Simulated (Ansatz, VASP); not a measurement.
**MnS: VASP beside Ansatz**

Wanted: the spread between two codes on one cell, functional and k mesh.

Calculated with Ansatz 0.2.0; plane waves, with VASP 6.6.1 beside it; single point at LDA.

### Step 1. The structure

Symmetry: F-43m, No. 216, cubic system. Conventional cell: a = 4.947 Å, b = 4.947 Å, c = 4.947 Å, α = 90.00°, β = 90.00°, γ = 90.00°. Nearest to Mn lie 4 S at 2.14 Å. Nearest to S lie 4 Mn at 2.14 Å. Farther neighbours and most contacts between anions are not listed.

### Step 2. VASP: single point, LDA

With cell and atoms fixed, the geometry can't cause a difference; cores, projectors, grids and the points listed under the comparison can.

Lines of VASP's logs that name or quote its potential files are left out, and so is its time.

INCAR reads:

```
SYSTEM = MnS
PREC = Accurate
ENCUT = 400
EDIFF = 1E-06
NELM = 100
ISMEAR = -1
SIGMA = 0.05
LREAL = .FALSE.
ALGO = Normal
GGA = CA
NBANDS = 13
ISPIN = 2
MAGMOM = 4 0
LMAXMIX = 4
LORBIT = 11
LWAVE = .FALSE.
LCHARG = .FALSE.
KPAR = 2
ISIF = 2
```

POSCAR reads:

```
MnS
1.0
    0.0000000000      2.4734634191      2.4734634191
    2.4734634191      0.0000000000      2.4734634191
    2.4734634191      2.4734634191      0.0000000000
Mn S
1 1
Direct
    0.0000000000      0.0000000000      0.0000000000
    0.2500000000      0.2500000000      0.2500000000
```

KPOINTS reads:

```
Automatic mesh
0
Gamma
7 7 7
0 0 0
```

Potentials, in the order of the species: Mn and S (PBE family, release 64).

On the command line:

```sh
$ mpirun -np 2 vasp_std
```

Numbers of over 12 decimals in the logs are rounded to 6 here.

The program printed:

```text
[banner, memory and clock lines left out]
running    2 mpi-ranks, on    1 nodes
 distrk:  each k-point on    1 cores,    2 groups
 distr:  one band on    1 cores,    1 groups

 POSCAR found type information on POSCAR MnS
 POSCAR found :  2 types and       2 ions
|                                                                             |
|               ----> ADVICE to this user running VASP <----                  |
|                                                                             |
|     You enforced a specific xc type in the INCAR file but a different       |
|     [... a line on the potential file left out ...]
|     I HOPE YOU KNOW WHAT YOU ARE DOING!                                     |
|                                                                             |

 LDA part: xc-table for (Slater(with rela. corr.)+CA(PZ))
 , standard interpolation
 POSCAR, INCAR and KPOINTS ok, starting setup
 FFT: planning ... GRIDC
 FFT: planning ... GRID_SOFT
 FFT: planning ... GRID
 WAVECAR not read
 entering main loop
       N       E                     dE             d eps       ncg     rms          rms(c)
DAV:   1     0.618364571866E+02    0.61836E+02   -0.49997E+03  1080   0.827E+02
DAV:   2    -0.111922051245E+02   -0.73029E+02   -0.65851E+02  1060   0.197E+02
DAV:   3    -0.162672914988E+02   -0.50751E+01   -0.49185E+01  1406   0.616E+01
DAV:   4    -0.164259043344E+02   -0.15861E+00   -0.15836E+00  1184   0.107E+01
DAV:   5    -0.164319572541E+02   -0.60529E-02   -0.60512E-02  1498   0.209E+00    0.167E+01
DAV:   6    -0.164236566693E+02    0.83006E-02   -0.15077E+01  1425   0.728E+01    0.109E+01
DAV:   7    -0.154728613605E+02    0.95080E+00   -0.77902E+00  1403   0.519E+01    0.558E+00
DAV:   8    -0.155002795852E+02   -0.27418E-01   -0.33260E-01  1415   0.752E+00    0.258E+00
DAV:   9    -0.155240158201E+02   -0.23736E-01   -0.47554E-02  1610   0.265E+00    0.889E-01
DAV:  10    -0.155232358357E+02    0.77998E-03   -0.22113E-02  1516   0.190E+00    0.332E-01
DAV:  11    -0.155230734238E+02    0.16241E-03   -0.21962E-03  1451   0.593E-01    0.173E-01
DAV:  12    -0.155230697703E+02    0.36535E-05   -0.82256E-05  1554   0.972E-02    0.653E-02
DAV:  13    -0.155230791574E+02   -0.93871E-05   -0.87633E-06  1352   0.382E-02    0.246E-02
DAV:  14    -0.155230813496E+02   -0.21921E-05   -0.44271E-06   837   0.264E-02    0.138E-02
DAV:  15    -0.155230820273E+02   -0.67774E-06   -0.11387E-06   612   0.125E-02
   1 F= -.15523082E+02 E0= -.15511822E+02  d E =-.225196E-01  mag=     0.1657
```

From OUTCAR (step 2):

```text
ion  position               nearest neighbor table
   1  0.000  0.000  0.000-   2 2.14   2 2.14   2 2.14   2 2.14
   2  0.250  0.250  0.250-   1 2.14   1 2.14   1 2.14   1 2.14

  LATTYP: Found a face centered cubic cell.
 ALAT       =     4.9469268382

 Subroutine GETGRP returns: Found 24 space group operations
 (whereof 24 operations were pure point group operations)

The static configuration has the point symmetry T_d .

 Found     20 irreducible k-points:

   k-points           NKPTS =     20   k-points in BZ     NKDIM =     20   number of bands    NBANDS=     13

   dimension x,y,z NGX =    24 NGY =   24 NGZ =   24
   dimension x,y,z NGXF=    48 NGYF=   48 NGZF=   48

   ENCUT  =  400.0 eV  29.40 Ry    5.42 a.u.   5.70  5.70  5.70*2*pi/ulx,y,z

   NELECT =      13.0000    total number of electrons

 k-points in reciprocal lattice and weights: Automatic mesh
   0.00000000  0.00000000  0.00000000       0.003
   0.14285714  0.00000000  0.00000000       0.023
   0.28571429  0.00000000  0.00000000       0.023
   0.42857143  0.00000000  0.00000000       0.023
   0.14285714  0.14285714  0.00000000       0.017
   0.28571429  0.14285714  0.00000000       0.070
   0.42857143  0.14285714  0.00000000       0.070
  -0.42857143  0.14285714  0.00000000       0.070
  -0.28571429  0.14285714  0.00000000       0.070
[...]
-0.42857143  0.42857143  0.14285714       0.070
  -0.28571429  0.42857143  0.14285714       0.070

 average (electrostatic) potential at core
       1 -42.9072       2 -86.4631

 E-fermi :   5.9162

 spin component 1
 k-point     1 :       0.0000    0.0000    0.0000
  band No.  band energies     occupation
    ...
      2       1.2070      1.00000
      3       1.2070      1.00000
      4       1.2070      1.00000
      5       5.1230      1.00000
      6       5.1230      1.00000
      7       9.5804      0.00000
      8       9.5804      0.00000
      9       9.5804      0.00000
     10       9.6449      0.00000
     11      13.8407      0.00000
    ...

 k-point     2 :       0.1429    0.0000    0.0000
  band No.  band energies     occupation
    ...
      2       0.8156      1.00000
      3       1.2780      1.00000
      4       1.2780      1.00000
      5       5.0726      1.00000
      6       5.0726      1.00000
      7       8.3844      0.00000
      8       9.2988      0.00000
      9       9.2988      0.00000
     10      10.6103      0.00000
     11      13.7850      0.00000
    ...

 k-point     3 :       0.2857    0.0000    0.0000
  band No.  band energies     occupation
    ...
      2       0.0081      1.00000
      3       1.4154      1.00000
      4       1.4154      1.00000
      5       5.0931      1.00000
      6       5.0931      1.00000
      7       6.7507      0.00000
      8       8.6155      0.00000
      9       8.6155      0.00000
     10      11.4420      0.00000
     11      14.3018      0.00000
    ...

 k-point     4 :       0.4286    0.0000    0.0000
  band No.  band energies     occupation
    ...
      3       1.4960      1.00000
      4       1.4960      1.00000
      5       5.3095      0.99999
      6       5.3095      0.99999
      7       5.6609      0.99397
      8       7.9270      0.00000
      9       7.9270      0.00000
     10      11.3981      0.00000
     11      14.6098      0.00000
     12      14.6098      0.00000
    ...

 k-point     5 :       0.1429    0.1429    0.0000
  band No.  band energies     occupation
    ...
      2       0.7380      1.00000
      3       1.2925      1.00000
      4       1.2925      1.00000
      5       4.8416      1.00000
      6       5.2402      1.00000
      7       8.7534      0.00000
      8       8.7534      0.00000
      9       8.9003      0.00000
     10      10.8725      0.00000
     11      13.2224      0.00000
    ...

 k-point     6 :       0.2857    0.1429    0.0000
  band No.  band energies     occupation
    ...
      2       0.1748      1.00000
      3       1.3656      1.00000
      4       1.4178      1.00000
      5       4.6905      1.00000
      6       5.3353      0.99999
      7       7.2090      0.00000
      8       8.0484      0.00000
      9       8.6140      0.00000
     10      11.7307      0.00000
     11      13.5342      0.00000
    ...

  Total       -0.9844576     -0.9844576     -0.9844576     -0.0000000     -0.0000000      0.0000000
  in kB      -52.1148064    -52.1148064    -52.1148064     -0.0000000     -0.0000000      0.0000000
  external PRESSURE =     -52.1148064 kB  Pullay stress =       0.0000000 kB

  energy-cutoff  :      400.00
  volume of cell :       30.27
      direct lattice vectors                 reciprocal lattice vectors
     0.000000000  2.473463419  2.473463419    -0.202145702  0.202145702  0.202145702
     2.473463419  0.000000000  2.473463419     0.202145702 -0.202145702  0.202145702
     2.473463419  2.473463419  0.000000000     0.202145702  0.202145702 -0.202145702

 POSITION                                       TOTAL-FORCE (eV/Angst)
 -----------------------------------------------------------------------------------
      0.00000      0.00000      0.00000        -0.000000     -0.000000     -0.000000
      1.23673      1.23673      1.23673         0.000000      0.000000      0.000000
 -----------------------------------------------------------------------------------
    total drift:                                0.000000      0.000000      0.000000

  FREE ENERGIE OF THE ION-ELECTRON SYSTEM (eV)
  ---------------------------------------------------
  free  energy   TOTEN  =       -15.5230820273 eV

  energy  without entropy=      -15.5005623784  energy(sigma->0) =      -15.51182220

 total charge
# of ion       s       p       d       tot
------------------------------------------
    1        0.359   0.385   5.372   6.116
    2        1.313   2.390   0.000   3.703
--------------------------------------------------
tot          1.672   2.775   5.372   9.819

 magnetization (x)
# of ion       s       p       d       tot
------------------------------------------
    1        0.005   0.002   0.152   0.159
    2       -0.000  -0.004   0.000  -0.004
--------------------------------------------------
tot          0.004  -0.002   0.152   0.155

[... 6 further parts left out ...]
```

The cell holds one magnetic atom, so no antiferromagnetic order fits into it. The data set Mn keeps the semicore shell frozen, which is cheaper and a little less accurate.

### Step 3. Ansatz: single point, LDA

Ansatz runs on its default PAW (the set named soft_2) files.

The same cell, functional (in two slightly different forms), mesh and smearing now go to Ansatz, which takes its cutoff from its data sets.

input.yaml reads:

```yaml
crystal:
  lattice:
    - [0.0, 2.4734634191, 2.4734634191]
    - [2.4734634191, 0.0, 2.4734634191]
    - [2.4734634191, 2.4734634191, 0.0]
  atoms:
    - { symbol: Mn, position: [0.0, 0.0, 0.0], spin: 4.0 }
    - { symbol: S, position: [0.25, 0.25, 0.25] }
hamiltonian:
  xc: lda
  pseudopotentials: { kind: paw }
magnetization:
  spin_polarized: true
kpoints:
  mp_grid: { grid: [7, 7, 7] }
scf:
  occupations: { method: fermi_dirac, width: 0.05 }
  n_extra_bands: 8
output:
  forces: true
  stress: true
  eigenvalues: true
```

On the command line:

```sh
$ ansatz run input.yaml --threads 2 --pin off --max-ram 4608MiB --backend cpu --events-out ev --progress --plain --runs-dir out
```

The program printed:

```text
scf.n_extra_bands = 8 over 11 filled bands (N_el = 21.0): the run solves 19 bands
Engine: ansatz 0.2.0, x86_64-unknown-linux-gnu
Pseudopotentials: kind: paw
Pseudopotential: Mn, paw, valence charge 15, recommended cutoff 420 eV (normal), Mn.paw.azcp
Pseudopotential: S, paw, valence charge 6, recommended cutoff 420 eV (normal), S.paw.azcp
Functional definition: SPW92
  exchange = slater_x
  correlation = pw_c
Crystal: 2 atoms, lattice volume = 30.265 Å³
Basis set: ecut = 420 eV, 609 PW (Γ)
Bands: 19, of which v1, the nominal top of the filled ones, is band 11 counted from 1 (10 counted from 0)
Symmetry: 24 space group operations
Space group: F-43m (ITA 216), of the structure as read, at distance tolerance 3.1e-5 Å
Magnetic group: BNS 216.74 (UNI 1576), of the structure as read, at distance tolerance 3.1e-5 Å
k-points: 20 of 343 (time reversal used)
Non-local potential: Mn, projectors of the file, l = 0: 3, l = 1: 2, l = 2: 3, l = 3: 1
Non-local potential: S, projectors of the file, l = 0: 2, l = 1: 2, l = 2: 2
PAW form: soft (Blöchl's): semilocal exchange-correlation on the pseudo side does not see the compensation charge
PAW frozen core: Mn, regenerated for the run's functional, and the local potential with it (the file was generated under x = pbe(κ = 0.804, μ = 0.219515), c = pbe(β = 0.066725))
PAW frozen core: S, regenerated for the run's functional, and the local potential with it (the file was generated under x = pbe(κ = 0.804, μ = 0.219515), c = pbe(β = 0.066725))
PAW one-centre angular grid: Mn, 590 points (default); XC on 64 Gauss nodes
PAW one-centre angular grid: S, 110 points (default); XC on 64 Gauss nodes
Initial density: superposition of atomic densities (chi_scale 0.1, normalization cell, long waves kept (reshape's long-wave potential 0.00 eV rms))
Starting moments: Σ|m| = 4 μB on 1 of 2 sites
Initial wavefunctions: pseudopotential atomic-orbital guess
Functional: x = slater, c = lda
SCF iter   1: F=—  HF=-4710.432542 eV  |F-HF|=—  |Δ(HF+E_count)|=         —  Δρ=1.37e-1 (↑1.14e-1 ↓1.37e-1)  dr2=7.09e-1  dr2_m=4.21e0  M=1.901 μB ∫|m|=2.007 μB  β_m=0.30  ethr=3.10e-3  ⟨swp⟩=5.2  Hψ=3733  notcnv=0
Mixer restart at iter 1: flushing history
preconditioner: auto → Kerker (q_TF=auto, 2.567 Å⁻¹)  [metal: Δε(μ)=0.030 eV  Ē_g=12.347 eV  σ=0.050 eV  W_gap=0.15  n_scr=14 (ndim 8)  ℏωp=24.3 eV  f_vac=0.000  D(μ)=3.04/eV (n_scr^D=50)]
spin=Collinear: Kerker preconditioning applied to the charge; magnetization (m = ρ↑ − ρ↓) channel mixes plain (no charge-response kernel on spin).
SCF iter   2: F=—  HF=-4710.885150 eV  |F-HF|=—  |Δ(HF+E_count)|=   4.53e-1  Δρ=1.22e-1 (↑1.00e-1 ↓1.22e-1)  dr2=6.08e-1  dr2_m=3.32e0  M=1.558 μB ∫|m|=1.666 μB  β_m=0.29  ethr=3.10e-3  ⟨swp⟩=2.0  Hψ=1295  notcnv=0  defer=71
SCF iter   3: F=—  HF=-4711.699780 eV  |F-HF|=—  |Δ(HF+E_count)|=   8.15e-1  Δρ=6.57e-2 (↑6.32e-2 ↓6.57e-2)  dr2=1.15e-1  dr2_m=1.12e0  M=0.452 μB ∫|m|=0.507 μB  β_m=0.58  ethr=2.89e-3  ⟨swp⟩=2.5  Hψ=1256  notcnv=0  defer=79
SCF iter   4: F=—  HF=-4711.330495 eV  |F-HF|=—  |Δ(HF+E_count)|=   3.69e-1  Δρ=5.26e-2 (↑4.68e-2 ↓5.26e-2)  dr2=5.99e-2  dr2_m=6.62e-1  M=-0.260 μB ∫|m|=0.267 μB  β_m=0.52  ethr=5.49e-4  ⟨swp⟩=2.8  Hψ=1780  notcnv=0  defer=79
SCF iter   5: F=—  HF=-4711.515395 eV  |F-HF|=—  |Δ(HF+E_count)|=   1.85e-1  Δρ=1.21e-2 (↑6.55e-3 ↓1.21e-2)  dr2=2.58e-2  dr2_m=1.86e-2  M=-0.139 μB ∫|m|=0.140 μB  β_m=0.76  ethr=2.85e-4  ⟨swp⟩=2.6  Hψ=1287  notcnv=0  defer=82
SCF iter   6: F=—  HF=-4711.575348 eV  |F-HF|=—  |Δ(HF+E_count)|=   6.00e-2  Δρ=5.10e-3 (↑2.90e-3 ↓5.10e-3)  dr2=3.32e-3  dr2_m=3.75e-3  M=0.093 μB ∫|m|=0.099 μB  β_m=0.80  ethr=1.23e-4  ⟨swp⟩=2.6  Hψ=1274  notcnv=0  defer=82
SCF iter   7: F=—  HF=-4711.577908 eV  |F-HF|=—  |Δ(HF+E_count)|=   2.56e-3  Δρ=2.06e-3 (↑2.06e-3 ↓6.94e-4)  dr2=6.57e-4  dr2_m=4.55e-4  M=0.190 μB ∫|m|=0.201 μB  β_m=0.90  ethr=1.58e-5  ⟨swp⟩=2.6  Hψ=1514  notcnv=0  defer=82
SCF iter   8: F=—  HF=-4711.578002 eV  |F-HF|=—  |Δ(HF+E_count)|=   9.44e-5  Δρ=2.81e-3 (↑2.19e-3 ↓2.81e-3)  dr2=1.45e-4  dr2_m=1.73e-3  M=0.175 μB ∫|m|=0.183 μB  β_m=0.80  ethr=3.13e-6  ⟨swp⟩=2.4  Hψ=1103  notcnv=0  defer=82
SCF iter   9: F=—  HF=-4711.577911 eV  |F-HF|=—  |Δ(HF+E_count)|=   9.13e-5  Δρ=1.64e-3 (↑1.64e-3 ↓1.33e-3)  dr2=3.91e-5  dr2_m=6.07e-4  M=0.193 μB ∫|m|=0.203 μB  β_m=0.90  ethr=6.91e-7  ⟨swp⟩=2.2  Hψ=1121  notcnv=0  defer=82
SCF iter  10: F=—  HF=-4711.577870 eV  |F-HF|=—  |Δ(HF+E_count)|=   4.12e-5  Δρ=9.86e-4 (↑9.86e-4 ↓8.74e-4)  dr2=5.37e-6  dr2_m=2.39e-4  M=0.200 μB ∫|m|=0.210 μB  β_m=0.95  ethr=1.86e-7  ⟨swp⟩=1.8  Hψ=926  notcnv=0  defer=82
SCF iter  11: F=—  HF=-4711.577847 eV  |F-HF|=—  |Δ(HF+E_count)|=   2.25e-5  Δρ=3.27e-4 (↑3.00e-4 ↓3.27e-4)  dr2=2.56e-7  dr2_m=2.72e-5  M=0.207 μB ∫|m|=0.218 μB  β_m=0.97  ethr=2.56e-8  ⟨swp⟩=2.2  Hψ=1102  notcnv=0  defer=82
SCF iter  12: F=—  HF=-4711.577844 eV  |F-HF|=—  |Δ(HF+E_count)|=   2.72e-6  Δρ=1.97e-5 (↑1.97e-5 ↓1.90e-5)  dr2=3.74e-7  dr2_m=5.70e-10  M=0.210 μB ∫|m|=0.222 μB  β_m=0.99  ethr=1.22e-9  ⟨swp⟩=2.0  Hψ=1191  notcnv=0  defer=82
SCF iter  13: F=—  HF=-4711.577844 eV  |F-HF|=—  |Δ(HF+E_count)|=   9.20e-9  Δρ=8.41e-6 (↑3.55e-6 ↓8.41e-6)  dr2=1.14e-8  dr2_m=9.31e-9  M=0.210 μB ∫|m|=0.222 μB  β_m=0.99  ethr=1.22e-9  ⟨swp⟩=2.8  Hψ=1133  notcnv=0  defer=82
SCF iter  14: F=—  HF=-4711.577844 eV  |F-HF|=—  |Δ(HF+E_count)|=   1.50e-9  Δρ=9.95e-7 (↑9.95e-7 ↓8.00e-7)  dr2=3.05e-10  dr2_m=1.74e-10  M=0.210 μB ∫|m|=0.222 μB  β_m=1.00  ethr=5.41e-11  ⟨swp⟩=1.8  Hψ=903  notcnv=0  defer=82
SCF iter  15: F=-4711.577844 eV  HF=-4711.577844 eV  |F-HF|=3.12e-10  |Δ(HF+E_count)|=  2.36e-11  Δρ=6.39e-7 (↑4.74e-7 ↓6.39e-7)  dr2=3.54e-10  dr2_m=2.32e-12  M=0.210 μB ∫|m|=0.222 μB  ethr=1.45e-12  ⟨swp⟩=6.3  Hψ=2970  notcnv=0
SCF 1 converged in 15 iterations: F = -4711.577844 eV  dr2 = 3.54e-10
  greatest PAW one-centre occupation: 1.001 electrons in one spin orbital (limit 2), on the Mn atom at site 0 (counted from 0), in its partial waves of l = 1
SCF converged after 15 iterations
Magnetization: 0.2102 μB (10.6051 up, 10.3949 down)
Absolute magnetization: 0.2219 μB (∫|ρ↑−ρ↓|, with the PAW one-centre terms)
Spin contamination: 0.0008 ħ² per cell (⟨S²⟩ above its minimum at these occupations)
Per-site moments (μB) at R_I (Å): [(0.181095, 0.883609), (-0.00302109, 0.883609)]
Free energy (F): -4711.577844 eV
Harris-Foulkes:  -4711.577844 eV  (|F-HF|=3.12e-10)
Internal energy: -4711.555990 eV  (E = F + TS)
E sigma→0 (E₀):  -4711.566917 eV
Entropy (-TS):   -0.021854 eV (-10.927 meV/atom)
Fermi energy:    11.412099 eV
--- Per-component energies (eV) ---
  E_band       = -262.608416
  E_kinetic    = 421.530429
  E_local      = -2449.460336  (includes V_loc(G=0)·N_el)
  E_nonlocal   = 274.605064
  E_hartree    = 1016.318764
  E_xc         = -211.458050
  E_vxc        = -236.064572  (∫ρ·V_xc dr)
  E_paw        = -1811.923543  (= ΣΔE_a)
  E_vpaw       = -305.857612  (= ΣTr[D̂ρ^β])
  E_aug_tail   = -0.000009  (compensation charges beyond the density's cutoff)
  E_ewald      = -1951.705460
  E_core_change = 0.537151  (= ΣΔE_core)
  E_smearing   = -0.021854  (= −TS)
  E_closure    = -0.000000  (closes the sum)
  Σ components = -4711.577844   (vs F -4711.577844, Δ=0.00e0)
--- Forces (eV/Å), atoms counted from 1 ---
  atom   1  Mn    -0.00000000     0.00000000    -0.00000000
  atom   2  S      0.00000000     0.00000000     0.00000000
  max |Σ_I F_I| component: 2.31e-16 eV/Å
--- Stress (GPa, compression-positive) ---
       -6.936716      -0.000000       0.000000
       -0.000000      -6.936716      -0.000000
        0.000000      -0.000000      -6.936716
  P = ⅓ Tr σ = -6.9367 GPa (-69.367 kbar)
--- Band table (eV; the first three rows and the last of 40) ---
  k-point 0 ↑: bands = [... 7 lower, 6.7003, 10.5842, 10.5842, 15.0662, 15.0662, 15.0662, 15.0888, 19.1793, ... 4 higher]
  k-point 1 ↑: bands = [... 7 lower, 6.7714, 10.5346, 10.5346, 13.8614, 14.7843, 14.7843, 16.0578, 19.1438, ... 4 higher]
  k-point 2 ↑: bands = [... 7 lower, 6.9091, 10.5568, 10.5568, 12.2264, 14.0981, 14.0981, 16.8707, 19.7070, ... 4 higher]
  k-point 19 ↓: bands = [... 7 lower, 7.2994, 9.7287, 10.6155, 11.3818, 12.0668, 12.8595, 18.2016, 20.0900, ... 4 higher]
```

Run time: 1.4 s. Hardware: 2 threads of AMD EPYC 9R14 (Zen 4), shared host; peak memory 0.36 GiB; 2.4 s of CPU time.

The column dr2 measures how far the density is from self-consistency, as an energy; F and HF (Harris–Foulkes) agree once it is small.

The run ends at a pressure of -6.94 GPa.

### Step 4. Side by side

Known differences besides the potentials themselves: the two LDA forms differ slightly; the data sets hold 21 valence electrons in Ansatz (default PAW (the set named soft_2) files) and 13 in VASP; the cutoff is 420 eV in Ansatz and 400 eV in VASP; Ansatz makes its cores anew for this functional, VASP keeps those of its PBE data sets; VASP's log shows a relativistic correction to its local exchange, Ansatz's none; site moments are counted in spheres of each program's own size. Total energies have different zeros and are not compared.

Both answers:

| quantity | Ansatz | VASP | difference |
| --- | --- | --- | --- |
| pressure (GPa) | -6.94 | -5.21 | -1.73 |
| total moment (μB) | 0.21 | 0.17 | +0.04 |
| moment on Mn1 (μB) | 0.18 | 0.16 | +0.02 |

### Step 5. Further runs

Further runs change the set-up of one program: Ansatz's method, potentials or start, or VASP's data sets, cutoff or form of LDA. The table gives Ansatz less VASP for each quantity, since a change that brings one quantity closer may part another.

| run | pressure (GPa) | total moment (μB) |
| --- | --- | --- |
| as above | -1.7 | 0.044 |
| cores kept as stored | -1.6 | 0.043 |
| Ansatz's larger PAW set (cutoff 780 eV) | -1.6 | 0.046 |
| norm-conserving potentials (cutoff 1306 eV) | -1.8 | 0.071 |

### Step 6. Summary of results

- difference in pressure (single point, LDA): -1.7 GPa

**Reading.** The difference in pressure is -1.7 GPa (single point, LDA), beyond the 1 GPa picked in this series as the mark of a large difference. Single point, LDA, norm-conserving potentials (cutoff 1306 eV): the difference in total moment goes from 0.044 to 0.071 μB. How closely two codes agree says nothing of how well the functional describes the real material.

[Lines on the potential files, build, host, timing and source positions are cut from VASP's logs without a mark.]

[Logs are printed without paths, hosts, clocks, repeated set-up lines and the standing remarks that a program may print on its own settings, such as how far it seeks lower states.]

[Hosts, paths, dates, database ids (printed as entryN), source tags and the programs' standing remarks are cut or masked in the printed files.]
